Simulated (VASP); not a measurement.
Data:

```
GaAs
1.0
    0.00000     2.86088     2.86088
    2.86088     0.00000     2.86088
    2.86088     2.86088     0.00000
Ga As
1 1
Cartesian
  0.00000   0.00000   0.00000
  1.43044   1.43044   1.43044
```

Calculation: PBE GGA with D4 dispersion, VASP's PBE PAW potentials (set 64) (plane waves; VASP). Settings: 520 eV cut-off, 8×8×8 Γ-centred mesh, Gaussian smearing of 0.050 eV, potentials Ga_d As.

Q: Give the stress tensor in GPa (positive for a compressed cell).

A: 
```
-1.91   0.00   0.00
 0.00  -1.91   0.00
 0.00   0.00  -1.91
```
The pressure is its mean diagonal, -1.91 GPa.

The compound is GaAs in the zinc blende structure. This cell is one point of a volume scan, at 1.03 of the reference volume.
